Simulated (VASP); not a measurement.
# Quasiparticle energies of C (Diamond) in VASP, part 6 of 7

Wanted: how far GW moves the Kohn-Sham levels of C (Diamond). The cell has space group Fd-3m. The start is a cell from a database of measured crystal structures.

VASP 6.6.1, plane waves and PAW; the level of theory is named at each step.

So far, quasiparticle gap on the mesh (eV): step 4 (evGW0, evGW0 on LDA) 5.56; step 5 (evGW, evGW on LDA) 5.80.

### 6. QPGW0 (continued)

Level of this step: QPGW0 on LDA; plane waves and PAW (C_GW) (VASP).

Parts of OUTCAR (step 6):

```text
   NELECT =       8.0000    total number of electrons

 E-fermi :  11.8104

 QP shifts <psi_nk| G(iteration)W_0 |psi_nk>: iteration 1
 k-point   1 :       0.0000    0.0000    0.0000
  band No. DFT-energies  QP-energies  QP-e(diag)   sigma(DFT)    Z            occupation
      1     -11.5539     -13.1836     -13.1759     -13.7050       0.7540       2.0000
      2       9.7590       9.2998       9.3059       9.2104       0.8259       2.0000
      3       9.7590       9.2998       9.3059       9.2104       0.8259       2.0000
      4       9.7590       9.2998       9.3059       9.2104       0.8259       2.0000
      5      15.3056      16.5873      16.5997      16.8798       0.8220       0.0000
      6      15.3056      16.5873      16.5997      16.8798       0.8220       0.0000
      7      15.3056      16.5873      16.5997      16.8798       0.8220       0.0000
      8      23.3131      24.2068      24.2134      24.4846       0.7685       0.0000
    ...

     19      77.1430      77.1430      77.1430      77.1430       1.0000       0.0000
     20      77.1430      77.1430      77.1430      77.1430       1.0000       0.0000

 k-point   2 :       0.1250    0.0000    0.0000
  band No. DFT-energies  QP-energies  QP-e(diag)   sigma(DFT)    Z            occupation
      1     -11.1223     -12.7356     -12.7250     -13.2434       0.7556       2.0000
      2       7.3812       6.7113       6.7245       6.5780       0.8176       2.0000
      3       9.1117       8.5743       8.6244       8.5199       0.8234       2.0000
      4       9.1117       8.5743       8.6244       8.5199       0.8234       2.0000
      5      16.1597      17.4899      17.4989      17.7946       0.8191       0.0000
      6      16.1597      17.4899      17.4989      17.7946       0.8191       0.0000
      7      16.6053      17.8358      17.8517      18.1288       0.8181       0.0000
      8      23.6066      24.6152      24.6203      24.9263       0.7681       0.0000
    ...

     20      74.7981      74.7981      74.7981      74.7981       1.0000       0.0000

 QP shifts <psi_nk| G(iteration)W_0 |psi_nk>: iteration 2
 k-point   1 :       0.0000    0.0000    0.0000
  band No. DFT-energies  QP-energies  QP-e(diag)   sigma(DFT)    Z            occupation
      1     -13.1836     -13.5433     -13.5357     -13.6501       0.7548       2.0000
      2       9.2998       9.2327       9.2416       9.2296       0.8290       2.0000
      3       9.2998       9.2327       9.2416       9.2296       0.8290       2.0000
      4       9.2998       9.2327       9.2416       9.2296       0.8290       2.0000
      5      16.5873      16.6587      16.8032      16.8487       0.8261       0.0000
      6      16.5873      16.6587      16.8032      16.8487       0.8261       0.0000
      7      16.5873      16.6587      16.8032      16.8487       0.8261       0.0000
      8      24.2068      24.4080      24.4154      24.4769       0.7721       0.0000
    ...

 QP shifts <psi_nk| G(iteration)W_0 |psi_nk>: iteration 3
 k-point   1 :       0.0000    0.0000    0.0000
  band No. DFT-energies  QP-energies  QP-e(diag)   sigma(DFT)    Z            occupation
      1     -13.5433     -13.6264     -13.6194     -13.6441       0.7552       2.0000
      2       9.2327       9.1982       9.2069       9.2016       0.8298       2.0000
      3       9.2327       9.1982       9.2069       9.2016       0.8298       2.0000
      4       9.2327       9.1982       9.2069       9.2016       0.8298       2.0000
      5      16.6587      16.6633      16.8134      16.8458       0.8267       0.0000
      6      16.6587      16.6633      16.8134      16.8458       0.8267       0.0000
      7      16.6587      16.6633      16.8134      16.8458       0.8267       0.0000
      8      24.4080      24.4199      24.4263      24.4316       0.7729       0.0000
    ...

 QP shifts <psi_nk| G(iteration)W_0 |psi_nk>: iteration 4
 k-point   1 :       0.0000    0.0000    0.0000
  band No. DFT-energies  QP-energies  QP-e(diag)   sigma(DFT)    Z            occupation
      1     -13.6264     -13.6475     -13.6406     -13.6453       0.7551       2.0000
      2       9.1982       9.1753       9.1841       9.1812       0.8299       2.0000
      3       9.1982       9.1753       9.1841       9.1812       0.8299       2.0000
      4       9.1982       9.1753       9.1841       9.1812       0.8299       2.0000
      5      16.6633      16.6585      16.8024      16.8316       0.8267       0.0000
      6      16.6633      16.6585      16.8024      16.8316       0.8267       0.0000
      7      16.6633      16.6585      16.8024      16.8316       0.8267       0.0000
      8      24.4199      24.4039      24.4102      24.4074       0.7728       0.0000
    ...

[... 17 parts as in an earlier step ...]

[... 28 further parts left out ...]
```

This step gave:

```yaml
quasiparticle_gap_on_the_mesh: 5.568 eV
smallest_direct_quasiparticle_gap_on_the_mesh: 7.483 eV
```

QP gap by iteration, by row:

| iteration | gap (eV) | direct gap (eV) |
| --- | --- | --- |
| 1 | 5.348 | 7.287 |
| 2 | 5.503 | 7.426 |
| 3 | 5.545 | 7.465 |
| 4 | 5.568 | 7.483 |

GW takes the gap from 4.103 to 5.568 eV. That is +11 meV against evGW0 on LDA. The last pass still moved it by +22 meV. The value holds for 64 bands, ENCUTGW = 180 eV and this mesh, and isn't shown to be converged in them.

### 7. Orbitals for another starting point

This step: LDA; plane waves and PAW (C_GW) (VASP 6.6.1).

A hybrid converges faster from good orbitals, so a cheap LDA run writes WAVECAR first.

INCAR

```
SYSTEM = C
PREC = Accurate
ENCUT = 440
EDIFF = 1E-05
NELM = 100
ISMEAR = 0
SIGMA = 0.01
LREAL = .FALSE.
ALGO = Normal
GGA = CA
NBANDS = 10
LORBIT = 11
LWAVE = .TRUE.
LCHARG = .FALSE.
KPAR = 4
```

POSCAR

```
C
1.0
    0.0000000000      1.7833700000      1.7833700000
    1.7833700000      0.0000000000      1.7833700000
    1.7833700000      1.7833700000      0.0000000000
C
2
Direct
    0.7500000000      0.7500000000      0.7500000000
    0.5000000000      0.5000000000      0.5000000000
```

KPOINTS

```
Automatic mesh
0
Gamma
8 8 8
0 0 0
```

The projector-augmented-wave data sets are C_GW (LDA family, release 64).

Command:

```bash
$ mpirun -np 4 vasp_std
```

Log:

```text
[... set-up lines as in an earlier step ...]
 entering main loop
       N       E                     dE             d eps       ncg     rms          rms(c)
[... 8 cycles as in an earlier step ...]
DAV:   9    -0.202263916022E+02   -0.68294E-05   -0.20203E-05   662   0.453E-02
   1 F= -.20226392E+02 E0= -.20226392E+02  d E =-.189290E-23
 writing wavefunctions
```

It took 1.2 s on 4 MPI ranks of AMD EPYC 7R43, shared host; peak memory 0.3 GiB.

From OUTCAR (step 7):

```text
   NELECT =       8.0000    total number of electrons

 E-fermi :   9.8251

 k-point     1 :       0.0000    0.0000    0.0000
  band No.  band energies     occupation
      1     -11.5544      2.00000
      2       9.7585      2.00000
      3       9.7585      2.00000
      4       9.7585      2.00000
      5      15.3052      0.00000
      6      15.3052      0.00000
      7      15.3052      0.00000
      8      23.3121      0.00000
      9      28.7647      0.00000
    ...

  Total       -1.2849223     -1.2849223     -1.2849223      0.0000000      0.0000000     -0.0000000
  in kB     -181.4817967   -181.4817967   -181.4817967      0.0000000      0.0000000     -0.0000000
  external PRESSURE =    -181.4817967 kB  Pullay stress =       0.0000000 kB

  FREE ENERGIE OF THE ION-ELECTRON SYSTEM (eV)
  ---------------------------------------------------
  free  energy   TOTEN  =       -20.2263916022 eV

  energy  without entropy=      -20.2263916022  energy(sigma->0) =      -20.22639160

[... 11 parts as in an earlier step ...]

[... 7 further parts left out ...]
```

Numbers from this step:

```yaml
pressure: -18.15 GPa
```

The run ends at a pressure of -18.15 GPa.

### 8. Another starting point

This step: HSE06; plane waves and PAW (C_GW) (VASP 6.6.1).

To see how much the result owes to its start, the ground state is made again with HSE06. EDIFF is tight for accurate orbitals, and a narrow smearing avoids fractional occupations.

INCAR

```
SYSTEM = C
PREC = Accurate
ENCUT = 440
EDIFF = 1E-08
NELM = 100
ISMEAR = 0
SIGMA = 0.01
LREAL = .FALSE.
ALGO = Normal
LHFCALC = .TRUE.
AEXX = 0.25
GGA = PE
HFSCREEN = 0.2
LASPH = .TRUE.
NBANDS = 10
PRECFOCK = Fast
LORBIT = 11
LWAVE = .TRUE.
LCHARG = .FALSE.
KPAR = 4
```

POSCAR is that of step 7.

KPOINTS is that of step 7.

The run starts from files that an earlier step left in the folder.

Command:

```bash
$ mpirun -np 4 vasp_std
```

Log:

```text
[banner, memory and clock lines left out]
running    4 mpi-ranks, on    1 nodes
 distrk:  each k-point on    1 cores,    4 groups
 distr:  one band on    1 cores,    1 groups

 POSCAR found type information on POSCAR C
 POSCAR found :  1 types and       2 ions
|                                                                             |
|               ----> ADVICE to this user running VASP <----                  |
|                                                                             |
|     You enforced a specific xc type in the INCAR file but a different       |
|     [... a line on the potential file left out ...]
|     I HOPE YOU KNOW WHAT YOU ARE DOING!                                     |
|                                                                             |

 LDA part: xc-table for (Slater+PW92), standard interpolation
 found WAVECAR, reading the header
 POSCAR, INCAR and KPOINTS ok, starting setup
 FFT: planning ... GRIDC
 FFT: planning ... GRID_SOFT
 FFT: planning ... GRID
 reading WAVECAR
 the WAVECAR file was read successfully
 initial charge from wavefunction
 entering main loop
       N       E                     dE             d eps       ncg     rms          rms(c)
DAV:   1    -0.211061733935E+02   -0.21106E+02   -0.65766E-01   740   0.117E+01    0.497E-01
DAV:   2    -0.211087868672E+02   -0.26135E-02   -0.55755E-03   640   0.645E-01    0.322E-01
DAV:   3    -0.211080221951E+02    0.76467E-03   -0.33226E-04   680   0.217E-01    0.188E-01
DAV:   4    -0.211077756573E+02    0.24654E-03   -0.89039E-05   766   0.130E-01    0.110E-01
DAV:   5    -0.211076978907E+02    0.77767E-04   -0.25754E-05   810   0.709E-02    0.640E-02
DAV:   6    -0.211076742507E+02    0.23640E-04   -0.75916E-06   794   0.384E-02    0.375E-02
DAV:   7    -0.211076672672E+02    0.69835E-05   -0.24236E-06   760   0.215E-02    0.220E-02
DAV:   8    -0.211076654370E+02    0.18301E-05   -0.77942E-07   724   0.118E-02    0.130E-02
DAV:   9    -0.211076651432E+02    0.29386E-06   -0.26280E-07   716   0.663E-03    0.769E-03
DAV:  10    -0.211076651368E+02    0.63838E-08   -0.99051E-08   694   0.405E-03
   1 F= -.21107665E+02 E0= -.21107665E+02  d E =-.258261-101
 writing wavefunctions
```

Run time: 1.8 min. Hardware: 4 MPI ranks; peak memory 0.69 GiB; 7.2 min of CPU time.

OUTCAR, selected parts (step 8):

```text
   k-points           NKPTS =     29   k-points in BZ     NKDIM =    512   number of bands    NBANDS=     10

   NELECT =       8.0000    total number of electrons

  exchange ACFDT corr.  =         0.00000000  see jH, gK, PRB 81, 115126

 E-fermi :   9.5092

 k-point     1 :       0.0000    0.0000    0.0000
  band No.  band energies     occupation
      1     -14.1692      2.00000
      2       9.3596      2.00000
      3       9.3596      2.00000
      4       9.3596      2.00000
      5      16.3532      0.00000
      6      16.3532      0.00000
      7      16.3533      0.00000
      8      24.5999      0.00000
      9      30.2257      0.00000
    ...

 POSITION                                       TOTAL-FORCE (eV/Angst)
 -----------------------------------------------------------------------------------
      2.67505      2.67505      2.67505        -0.000000      0.000000      0.000000
      1.78337      1.78337      1.78337         0.000000     -0.000000     -0.000000
 -----------------------------------------------------------------------------------
    total drift:                                0.000000     -0.000000     -0.000000

  FREE ENERGIE OF THE ION-ELECTRON SYSTEM (eV)
  ---------------------------------------------------
  free  energy   TOTEN  =       -21.1076651368 eV

  energy  without entropy=      -21.1076651368  energy(sigma->0) =      -21.10766514

[... 8 parts as in an earlier step ...]

[... 8 further parts left out ...]
```

The PAW data sets were made with LDA, a small mismatch for this functional.

Numbers from this step:

```yaml
free_energy_toten: -21.11 eV
fermi_energy: 9.509 eV
gap_on_the_k_mesh: 5.297 eV
least_direct_gap_on_the_k_mesh: 6.994 eV
```

### 9. Empty bands, functional HSE06

The next step needs empty bands that the ground-state run didn't converge, so the Hamiltonian is diagonalised exactly for NBANDS bands, in a single step. LOPTICS writes the k-derivatives of the orbitals (WAVEDER), which give the long-wavelength limit of the screening.

INCAR

```
SYSTEM = C
PREC = Accurate
ENCUT = 440
ISMEAR = 0
SIGMA = 0.01
LREAL = .FALSE.
LHFCALC = .TRUE.
AEXX = 0.25
GGA = PE
HFSCREEN = 0.2
LASPH = .TRUE.
NBANDS = 64
PRECFOCK = Fast
ALGO = Exact
NELM = 1
LWAVE = .TRUE.
LCHARG = .FALSE.
LOPTICS = .TRUE.
NEDOS = 1000
CSHIFT = 0.1
```

POSCAR is that of step 8.

KPOINTS is that of step 8.

The WAVECAR or CHGCAR of an earlier step is read.

Command:

```bash
$ mpirun -np 4 vasp_std
```

Log:

```text
[banner, memory and clock lines left out]
running    4 mpi-ranks, on    1 nodes
[...]
[... a notice as in an earlier step ...]

 LDA part: xc-table for (Slater+PW92), standard interpolation
 found WAVECAR, reading the header
  number of bands has changed, file:    10 present:    64
  trying to continue reading WAVECAR, but it might fail
 POSCAR, INCAR and KPOINTS ok, starting setup
[...]
reading WAVECAR
 random initialization beyond band           10
 the WAVECAR file was read successfully
 initial charge from wavefunction
 entering main loop
       N       E                     dE             d eps       ncg     rms          rms(c)
DIA:   1    -0.211076654468E+02   -0.21108E+02    0.00000E+00     0   0.000E+00
   1 F= -.21107665E+02 E0= -.21107665E+02  d E =-.460567E-99
 writing wavefunctions
 optical routines
 imaginary and real dielectric function
 recalculating local potential from charge density
 direction            1
 direction            2
 direction            3
```

Run time: 4.4 min. Hardware: 4 MPI ranks; peak memory 0.79 GiB.

OUTCAR, selected parts (step 9):

```text
 POSITION                                       TOTAL-FORCE (eV/Angst)
 -----------------------------------------------------------------------------------
      2.67505      2.67505      2.67505         0.000000     -0.000000      0.000000
      1.78337      1.78337      1.78337         0.000000      0.000000     -0.000000
 -----------------------------------------------------------------------------------
    total drift:                               -0.000000     -0.000000     -0.000000

  FREE ENERGIE OF THE ION-ELECTRON SYSTEM (eV)
  ---------------------------------------------------
  free  energy   TOTEN  =       -21.1076654468 eV

  energy  without entropy=      -21.1076654468  energy(sigma->0) =      -21.10766545

[... 2 parts as in an earlier step ...]

[... 1 further part left out ...]
[key lines of the parts left out:]
E-fermi :   9.5079
```

[end of part 6 of 7]

[Lines on the potential files, build, host, timing and source positions are cut from VASP's logs without a mark.]

[Logs are printed without paths, hosts, clocks, repeated set-up lines and the standing remarks that a program may print on its own settings, such as how far it seeks lower states.]

[Hosts, paths, dates, database ids (printed as entryN), source tags and the programs' standing remarks are cut or masked in the printed files.]

[Pressures printed for these runs are not shown converged in the cutoff: they can be off by several GPa and have the wrong sign.]

[In band tables of VASP the shares of atoms and orbitals are scaled to a sum of 1 inside the atoms' spheres.]
